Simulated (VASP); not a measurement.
## C (Diamond): time-dependent DFT spectra

Aim: the absorption of C (Diamond) from time-dependent DFT with and without exact exchange. The cell has space group Fd-3m. The start is a cell from a database of measured crystal structures.

Main program and level: VASP 6.6.1; LDA; plane waves and PAW (C), in the first sound run; inputs show where later runs differ.

### 1. The starting structure

Symmetry: Fd-3m, No. 227, cubic system. The conventional cell has a = 3.567 Å, b = 3.567 Å, c = 3.567 Å, α = 90.00°, β = 90.00°, γ = 90.00°. C has 4 C at 1.54 Å nearest.

Coordinates:

```
C
1.0
     0.00000    1.78337    1.78337
     1.78337    0.00000    1.78337
     1.78337    1.78337    0.00000
C
2
Direct
  0.75000 0.75000 0.75000
  0.50000 0.50000 0.50000
```

### 2. Ground state at LDA

The orbitals come from a self-consistent LDA run. A small SIGMA keeps every occupation at zero or full.

File INCAR:

```
SYSTEM = C
PREC = Accurate
ENCUT = 420
EDIFF = 1E-08
NELM = 100
ISMEAR = 0
SIGMA = 0.01
LREAL = .FALSE.
ALGO = Normal
GGA = CA
NBANDS = 10
LORBIT = 11
LWAVE = .TRUE.
LCHARG = .FALSE.
KPAR = 4
```

File POSCAR:

```
C
1.0
    0.0000000000      1.7833700000      1.7833700000
    1.7833700000      0.0000000000      1.7833700000
    1.7833700000      1.7833700000      0.0000000000
C
2
Direct
    0.7500000000      0.7500000000      0.7500000000
    0.5000000000      0.5000000000      0.5000000000
```

File KPOINTS:

```
Automatic mesh
0
Gamma
6 6 6
0 0 0
```

The projector-augmented-wave data sets are C (PBE family, release 64).

Command:

```sh
mpirun -np 4 vasp_std
```

What it wrote:

```text
[banner, memory and clock lines left out]
running    4 mpi-ranks, on    1 nodes
 distrk:  each k-point on    1 cores,    4 groups
 distr:  one band on    1 cores,    1 groups

 POSCAR found type information on POSCAR C
 POSCAR found :  1 types and       2 ions
|                                                                             |
|               ----> ADVICE to this user running VASP <----                  |
|                                                                             |
|     You enforced a specific xc type in the INCAR file but a different       |
|     [... a line on the potential file left out ...]
|     I HOPE YOU KNOW WHAT YOU ARE DOING!                                     |
|                                                                             |

 LDA part: xc-table for (Slater(with rela. corr.)+CA(PZ))
 , standard interpolation
 POSCAR, INCAR and KPOINTS ok, starting setup
 FFT: planning ... GRIDC
 FFT: planning ... GRID_SOFT
 FFT: planning ... GRID
 WAVECAR not read
 entering main loop
       N       E                     dE             d eps       ncg     rms          rms(c)
DAV:   1    -0.701497444711E+01   -0.70150E+01   -0.41268E+03   354   0.635E+02
DAV:   2    -0.208171891555E+02   -0.13802E+02   -0.13574E+02   430   0.111E+02
DAV:   3    -0.210146114687E+02   -0.19742E+00   -0.19707E+00   372   0.999E+00
DAV:   4    -0.210149398428E+02   -0.32837E-03   -0.32837E-03   350   0.506E-01
DAV:   5    -0.210149401689E+02   -0.32606E-06   -0.32608E-06   372   0.148E-02    0.556E+00
DAV:   6    -0.204519419815E+02    0.56300E+00   -0.31770E-01   328   0.414E+00    0.324E+00
DAV:   7    -0.202540306574E+02    0.19791E+00   -0.37691E-01   340   0.452E+00    0.712E-01
DAV:   8    -0.202538043476E+02    0.22631E-03   -0.72515E-03   334   0.746E-01    0.245E-02
DAV:   9    -0.202537949679E+02    0.93797E-05   -0.27062E-05   352   0.423E-02    0.183E-02
DAV:  10    -0.202537964797E+02   -0.15118E-05   -0.15383E-06   356   0.107E-02    0.410E-03
DAV:  11    -0.202537964342E+02    0.45510E-07   -0.52733E-08   374   0.187E-03    0.618E-04
DAV:  12    -0.202537964295E+02    0.46389E-08   -0.10312E-09   186   0.309E-04
   1 F= -.20253796E+02 E0= -.20253796E+02  d E =-.143167E-17
 writing wavefunctions
```

It took 1.6 s on 4 MPI ranks of AMD EPYC 7R43, shared host; peak memory 0.29 GiB; 3.7 s of CPU time.

Lines that name or quote the potential files are left out of all logs, and their timing lines are given in words.

OUTCAR, selected parts (step 2):

```text
ion  position               nearest neighbor table
   1  0.750  0.750  0.750-   2 1.54   2 1.54   2 1.54   2 1.54
   2  0.500  0.500  0.500-   1 1.54   1 1.54   1 1.54   1 1.54

  LATTYP: Found a face centered cubic cell.
 ALAT       =     3.5667400000

 Subroutine GETGRP returns: Found 48 space group operations
 (whereof 24 operations were pure point group operations)

The static configuration has the point symmetry T_d .
 The point group associated with its full space group is O_h .

 Found     16 irreducible k-points:

   k-points           NKPTS =     16   k-points in BZ     NKDIM =     16   number of bands    NBANDS=     10

   dimension x,y,z NGX =    18 NGY =   18 NGZ =   18
   dimension x,y,z NGXF=    36 NGYF=   36 NGZF=   36

   ENCUT  =  420.0 eV  30.87 Ry    5.56 a.u.   4.21  4.21  4.21*2*pi/ulx,y,z

   NELECT =       8.0000    total number of electrons

 k-points in reciprocal lattice and weights: Automatic mesh
   0.00000000  0.00000000  0.00000000       0.005
   0.16666667  0.00000000  0.00000000       0.037
   0.33333333  0.00000000  0.00000000       0.037
   0.50000000  0.00000000  0.00000000       0.019
   0.16666667  0.16666667  0.00000000       0.028
   0.33333333  0.16666667  0.00000000       0.111
   0.50000000  0.16666667  0.00000000       0.111
  -0.33333333  0.16666667  0.00000000       0.111
  -0.16666667  0.16666667  0.00000000       0.056
[...]
-0.33333333  0.33333333  0.16666667       0.111
  -0.33333333  0.50000000  0.16666667       0.056

 average (electrostatic) potential at core
       1 -45.3661       2 -45.3661

 E-fermi :   9.5718

 k-point     1 :       0.0000    0.0000    0.0000
  band No.  band energies     occupation
      1     -11.8265      2.00000
      2       9.5155      2.00000
      3       9.5155      2.00000
      4       9.5155      2.00000
      5      15.0484      0.00000
      6      15.0484      0.00000
      7      15.0484      0.00000
      8      23.0688      0.00000
      9      28.5028      0.00000
    ...

 k-point     2 :       0.1667    0.0000    0.0000
  band No.  band energies     occupation
      1     -11.0603      2.00000
      2       5.7787      2.00000
      3       8.4835      2.00000
      4       8.4835      2.00000
      5      16.3894      0.00000
      6      16.3894      0.00000
      7      16.9002      0.00000
      8      23.5825      0.00000
      9      29.4743      0.00000
    ...

 k-point     3 :       0.3333    0.0000    0.0000
  band No.  band energies     occupation
      1      -8.8086      2.00000
      2       0.1901      2.00000
      3       7.1879      2.00000
      4       7.1879      2.00000
      5      17.7257      0.00000
      6      17.7257      0.00000
      7      18.1920      0.00000
      8      24.6000      0.00000
      9      30.1739      0.00000
    ...

  Total       -0.9967409     -0.9967409     -0.9967409     -0.0000000     -0.0000000     -0.0000000
  in kB     -140.7791985   -140.7791985   -140.7791985     -0.0000000     -0.0000000     -0.0000000
  external PRESSURE =    -140.7791985 kB  Pullay stress =       0.0000000 kB

  energy-cutoff  :      420.00
  volume of cell :       11.34
      direct lattice vectors                 reciprocal lattice vectors
     0.000000000  1.783370000  1.783370000    -0.280368067  0.280368067  0.280368067
     1.783370000  0.000000000  1.783370000     0.280368067 -0.280368067  0.280368067
     1.783370000  1.783370000  0.000000000     0.280368067  0.280368067 -0.280368067

 POSITION                                       TOTAL-FORCE (eV/Angst)
 -----------------------------------------------------------------------------------
      2.67505      2.67505      2.67505        -0.000000     -0.000000     -0.000000
      1.78337      1.78337      1.78337         0.000000      0.000000      0.000000
 -----------------------------------------------------------------------------------
    total drift:                                0.000000     -0.000000      0.000000

  FREE ENERGIE OF THE ION-ELECTRON SYSTEM (eV)
  ---------------------------------------------------
  free  energy   TOTEN  =       -20.2537964295 eV

  energy  without entropy=      -20.2537964295  energy(sigma->0) =      -20.25379643

 total charge
# of ion       s       p       d       tot
------------------------------------------
    1        0.814   1.756   0.000   2.570
    2        0.814   1.756   0.000   2.570
--------------------------------------------------
tot          1.628   3.511   0.000   5.140

[... 3 further parts left out ...]
```

The gap is read on the k-mesh alone, so it is an upper bound where the band edges lie off the mesh. The PAW data sets were made with PBE, though LDA sets exist; this is a small mismatch.

A gap read on the k-mesh alone can miss the band edges.

This step gave:

```
free energy (TOTEN)            : -20.25 eV
Fermi energy                   : 9.572 eV
pressure                       : -14.08 GPa
gap on the k-mesh              : 4.113 eV
least direct gap on the k-mesh : 5.533 eV
```

### 3. Empty bands, functional LDA

ALGO = Exact diagonalises the converged Hamiltonian in one step, and LOPTICS writes the k-derivatives of the orbitals (WAVEDER), which give the transition dipoles.

File INCAR:

```
SYSTEM = C
PREC = Accurate
ENCUT = 420
ISMEAR = 0
SIGMA = 0.01
LREAL = .FALSE.
GGA = CA
NBANDS = 20
ALGO = Exact
NELM = 1
LWAVE = .TRUE.
LCHARG = .FALSE.
LOPTICS = .TRUE.
NEDOS = 1000
CSHIFT = 0.1
```

POSCAR is that of step 2.

KPOINTS is that of step 2.

Command:

```sh
mpirun -np 4 vasp_std
```

What it wrote:

```text
[banner, memory and clock lines left out]
running    4 mpi-ranks, on    1 nodes
 distrk:  each k-point on    4 cores,    1 groups
 distr:  one band on    1 cores,    4 groups

 POSCAR found type information on POSCAR C
 POSCAR found :  1 types and       2 ions
 [... a notice as in an earlier step ...]

 LDA part: xc-table for (Slater(with rela. corr.)+CA(PZ))
 , standard interpolation
 found WAVECAR, reading the header
  number of bands has changed, file:    10 present:    20
  trying to continue reading WAVECAR, but it might fail
 POSCAR, INCAR and KPOINTS ok, starting setup
 FFT: planning ... GRIDC
 FFT: planning ... GRID_SOFT
 FFT: planning ... GRID
 reading WAVECAR
 random initialization beyond band           10
 the WAVECAR file was read successfully
 initial charge from wavefunction
 entering main loop
       N       E                     dE             d eps       ncg     rms          rms(c)
DIA:   1    -0.202537964283E+02   -0.20254E+02    0.00000E+00     0   0.000E+00
   1 F= -.20253796E+02 E0= -.20253796E+02  d E =-.197949E-41
 writing wavefunctions
 optical routines
 imaginary and real dielectric function
 recalculating local potential from charge density
 direction            1
 direction            2
 direction            3
```

It took 1.8 s on 4 MPI ranks; peak memory 0.26 GiB.

From OUTCAR (step 3):

```text
 Found     16 irreducible k-points:

   k-points           NKPTS =     16   k-points in BZ     NKDIM =     16   number of bands    NBANDS=     20

   NELECT =       8.0000    total number of electrons

 E-fermi :   9.6086

 k-point     3 :       0.3333    0.0000    0.0000
  band No.  band energies     occupation
      1      -8.8086      2.00000
      2       0.1901      2.00000
      3       7.1879      2.00000
      4       7.1879      2.00000
      5      17.7257      0.00000
      6      17.7257      0.00000
      7      18.1921      0.00000
      8      24.6000      0.00000
      9      30.1739      0.00000
    ...

 k-point     5 :       0.1667    0.1667    0.0000
  band No.  band energies     occupation
      1     -10.8056      2.00000
      2       6.9339      2.00000
      3       6.9339      2.00000
      4       7.3330      2.00000
      5      14.4038      0.00000
      6      18.4754      0.00000
      7      18.4754      0.00000
      8      22.2460      0.00000
      9      29.3366      0.00000
    ...

  Total       -0.9967539     -0.9967539     -0.9967539      0.0000000     -0.0000000      0.0000000
  in kB     -140.7810365   -140.7810365   -140.7810365      0.0000000     -0.0000000      0.0000000
  external PRESSURE =    -140.7810365 kB  Pullay stress =       0.0000000 kB

  FREE ENERGIE OF THE ION-ELECTRON SYSTEM (eV)
  ---------------------------------------------------
  free  energy   TOTEN  =       -20.2537964283 eV

  energy  without entropy=      -20.2537964283  energy(sigma->0) =      -20.25379643

 plasma frequency squared (from intraband transitions) (eV^2)
  --------------------------------------------------------------------------------------
       0.000       0.000      -0.000
      -0.000       0.000       0.000
       0.000      -0.000       0.000

[... 13 parts as in an earlier step ...]

[... 1 further part left out ...]
```

WAVECAR now holds 20 bands for 8 electrons. Its independent-particle dielectric tensor has xx, yy, zz = 6.3, 6.3, 6.3 on this mesh, which isn't tested for convergence in mesh or bands and lacks local fields.

### 4. Casida equation on LDA

This step: time-dependent LDA, Casida form; plane waves and PAW (C) (VASP 6.6.1).

The Casida equation, in the Tamm-Dancoff approximation (ANTIRES = 0), couples the pairs by a local exchange-correlation kernel; a semilocal kernel is short-ranged. On this coarse mesh the spectra break into peaks of single stars of k points, and those at the smallest gap weigh too much.

File INCAR:

```
SYSTEM = C
PREC = Accurate
ENCUT = 420
ISMEAR = 0
SIGMA = 0.01
LREAL = .FALSE.
GGA = CA
NBANDS = 20
ALGO = TDHF
NBANDSO = 4
NBANDSV = 4
OMEGAMAX = 25
NEDOS = 1000
CSHIFT = 0.1
PRECFOCK = Fast
LWAVE = .FALSE.
LCHARG = .FALSE.
ANTIRES = 0
LFXC = .TRUE.
LADDER = .FALSE.
```

POSCAR is that of step 3.

KPOINTS is that of step 3.

Command:

```sh
mpirun -np 4 vasp_std
```

What it wrote:

```text
[banner, memory and clock lines left out]
running    4 mpi-ranks, on    1 nodes
 distrk:  each k-point on    4 cores,    1 groups
 distr:  one band on    1 cores,    4 groups

 POSCAR found type information on POSCAR C
 POSCAR found :  1 types and       2 ions
|                                                                             |
|               ----> ADVICE to this user running VASP <----                  |
|                                                                             |
|     You enforced a specific xc type in the INCAR file but a different       |
|     [... a line on the potential file left out ...]
|     I HOPE YOU KNOW WHAT YOU ARE DOING!                                     |
|                                                                             |

|                                                                             |
|           W    W    AA    RRRRR   N    N  II  N    N   GGGG   !!!           |
|           W    W   A  A   R    R  NN   N  II  NN   N  G    G  !!!           |
|           W    W  A    A  R    R  N N  N  II  N N  N  G       !!!           |
|           W WW W  AAAAAA  RRRRR   N  N N  II  N  N N  G  GGG   !            |
|           WW  WW  A    A  R   R   N   NN  II  N   NN  G    G                |
|           W    W  A    A  R    R  N    N  II  N    N   GGGG   !!!           |
|                                                                             |
|     The default for ENCUTGWSOFT is different in this version of VASP.       |
|     please manually set ENCUTGWSOFT =280 in the INCAR file.                 |
|                                                                             |

 LDA part: xc-table for (Slater(with rela. corr.)+CA(PZ))
 , standard interpolation
 found WAVECAR, reading the header
 POSCAR, INCAR and KPOINTS ok, starting setup
 FFT: planning ... GRIDC
 FFT: planning ... GRID_SOFT
 FFT: planning ... GRID
 reading WAVECAR
 the WAVECAR file was read successfully
 initial charge from wavefunction
 available memory per node:    181.93 GB, setting MAXMEM to    186295

 The Fermi energy was updated, please check that it is located mid-gap
 values below the HOMO (VB) or above the LUMO (CB) will cause erroneous energies
 E-fermi :  11.5719

 the WAVEDER file was read successfully
 responsefunction array rank=     132
 LDA part: xc-table for (Slater(with rela. corr.)+CA(PZ))
 , standard interpolation

 min. memory requirement per mpi rank     38.0 MB, per node    152.1 MB

 Doing            0  frequencies on each core in blocks of            0
 parallelization over k-points
 Using distributed matrix
 Using distributed eigensolver
 allocating two-electron 4 orbital integral table    4    4    4    4
 BSE setting up matrix
 available memory per node:    181.91 GB, setting MAXMEM to    186270
 Calculate matrix elements of the BSE Hamiltonian:
 Workload is divided into blocks of two-electron 4 orbital integrals computed in
  parallel.
 Each block/integral has dimensions  of (   4,   4,   4,   4) orbitals
 Total number of blocks/integrals:                23436
 Number of spins:                                     1
 Number of kpoints:                                 216
 Spin channel:                                        1
  Number of blocks of unoccupied bands:               1
  Number of blocks of occupied bands:                 1
 Number of rows/columns of blocks:                  216

                                                        Time (sec)
               Integrals                 Ranks       Real         CPU
  [         1 -        864/     23436]     4         0.30        0.00
  [       865 -       1728/     23436]     4         0.61        0.00
  [      1729 -       2592/     23436]     4         0.91        0.00
  [      2593 -       3456/     23436]     4         1.21        0.00
  [      3457 -       4320/     23436]     4         1.51        0.00
  [      4321 -       5184/     23436]     4         1.82        0.00
  [      5185 -       6048/     23436]     4         2.12        0.00
  [      6049 -       6912/     23436]     4         2.42        0.00
  [      6913 -       7776/     23436]     4         2.72        0.00
  [      7777 -       8640/     23436]     4         3.02        0.00
  [      8641 -       9504/     23436]     4         3.32        0.00
  [      9505 -      10368/     23436]     4         3.62        0.00
  [     10369 -      11232/     23436]     4         3.92        0.00
  [     11233 -      12096/     23436]     4         4.23        0.00
  [     12097 -      12960/     23436]     4         4.52        0.00
  [     12961 -      13824/     23436]     4         4.82        0.00
  [     13825 -      14688/     23436]     4         5.13        0.00
  [     14689 -      15552/     23436]     4         5.43        0.00
  [     15553 -      16416/     23436]     4         5.73        0.00
  [     16417 -      17280/     23436]     4         6.03        0.00
  [     17281 -      18144/     23436]     4         6.33        0.00
  [     18145 -      19008/     23436]     4         6.63        0.00
  [     19009 -      19872/     23436]     4         6.93        0.00
  [     19873 -      20736/     23436]     4         7.23        0.00
  [     20737 -      21600/     23436]     4         7.53        0.00
  [     21601 -      22464/     23436]     4         7.84        0.00
  [     22465 -      23328/     23436]     4         8.14        0.00
  [     23329 -      23436/     23436]     4         8.21        0.00

 BSE redistributing all elements
 BSE diagonalizing matrix PDSYEVX_ZHEEVX_DESC
 BSE calculating oscillator strength
```

The job ended after 16 s (4 MPI ranks; peak memory 0.74 GiB; 61 s of CPU time).

OUTCAR, selected parts (step 4):

```text
 Found     16 irreducible k-points:

   k-points           NKPTS =     16   k-points in BZ     NKDIM =    216   number of bands    NBANDS=     20

   NELECT =       8.0000    total number of electrons

 E-fermi :  11.5719

[... 8 parts as in an earlier step ...]
```

Numbers from this step:

| Quantity | Value |
| --- | --- |
| lowest excitation | 5.533 eV |

The imaginary dielectric function, xx has structure finer than the step of the table below, so its rows give means over 1 eV, whole bins alone (the curve runs from 0 to 25 eV). Peaks (eV: height): 7.9: 13.9, 9.8: 18.6, 11.0: 66.3, 16.0: 14.5.

From 4 filled and 4 empty bands alone, without any pair above OMEGAMAX = 25 eV, so strength is missing wherever others contribute; lines are broadened by CSHIFT, which also makes the tail under the first line. Imaginary dielectric function, xx against photon energy; means over each step:

```
photon energy (eV)  imaginary dielectric function, xx
                 1                             0.0106
                 2                             0.0235
                 3                             0.0430
                 4                             0.0877
                 5                               1.04
                 6                               1.65
                 7                               2.08
                 8                               6.56
                 9                               4.38
                10                               9.64
                11                               26.4
                12                               4.50
                13                               3.18
                14                               3.64
                15                               6.88
                16                               8.04
                17                               2.71
                18                               1.48
                19                               1.44
                20                              0.661
                21                              0.466
                22                              0.614
                23                              0.521
                24                              0.219
```

The lowest excitation lies at 5.533 eV, +0 meV against the direct gap of these orbitals. Peak heights aren't converged with the mesh, least of all at the onset.

(Part 1 of 4 ends here.)

[Lines on the potential files, build, host, timing and source positions are cut from VASP's logs without a mark.]

[Logs are printed without paths, hosts, clocks, repeated set-up lines and the standing remarks that a program may print on its own settings, such as how far it seeks lower states.]

[Hosts, paths, dates, database ids (printed as entryN), source tags and the programs' standing remarks are cut or masked in the printed files.]

[Pressures printed for these runs are not shown converged in the cutoff: they can be off by several GPa and have the wrong sign.]
